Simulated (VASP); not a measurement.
OSZICAR of a VASP run on W (bcc):

File OSZICAR:
```
       N       E                     dE             d eps       ncg     rms          rms(c)
DAV:   1     0.118629483231E+03    0.11863E+03   -0.67052E+03  5328   0.125E+03
DAV:   2    -0.117785360915E+02   -0.13041E+03   -0.12630E+03  5816   0.399E+02
DAV:   3    -0.155851836533E+02   -0.38066E+01   -0.37622E+01  6208   0.699E+01
DAV:   4    -0.156126063620E+02   -0.27423E-01   -0.27420E-01  5706   0.629E+00
DAV:   5    -0.156129177341E+02   -0.31137E-03   -0.31137E-03  6074   0.650E-01    0.218E+01
DAV:   6    -0.150852785629E+02    0.52764E+00   -0.58146E-01  5788   0.995E+00    0.880E+00
DAV:   7    -0.149461503003E+02    0.13913E+00   -0.28838E-01  6000   0.644E+00    0.200E+00
DAV:   8    -0.149428550822E+02    0.32952E-02   -0.36326E-03  5616   0.765E-01    0.390E-01
DAV:   9    -0.149398529040E+02    0.30022E-02   -0.13833E-03  5782   0.582E-01    0.724E-02
DAV:  10    -0.149398588852E+02   -0.59812E-05   -0.29067E-05  5900   0.676E-02    0.426E-02
DAV:  11    -0.149398605711E+02   -0.16860E-05   -0.37024E-06  5708   0.276E-02    0.524E-03
DAV:  12    -0.149398605741E+02   -0.29240E-08   -0.13126E-07  2988   0.407E-03
   1 F= -.14939861E+02 E0= -.14939629E+02  d E =-.463895E-03  mag=    -0.0000     0.0000    -0.0000
       N       E                     dE             ncg
```

Q: Which electronic solver shows in the log?

A: It is blocked Davidson (ALGO = Normal, or the opening steps of other solvers). The INCAR had ALGO = Normal.

Q: How was spin treated?

A: With non-collinear spinors: mag has three components.

Q: Can the final energy be trusted as converged?

A: Self-consistency was reached. It stopped with EDIFF = 1E-6, NELM = 100 (LDA (Ceperley-Alder, Perdew-Zunger) with spin-orbit coupling, plane waves, VASP's LDA PAW potentials (set 64)).

The compound is W in the bcc structure. It was relaxed first.
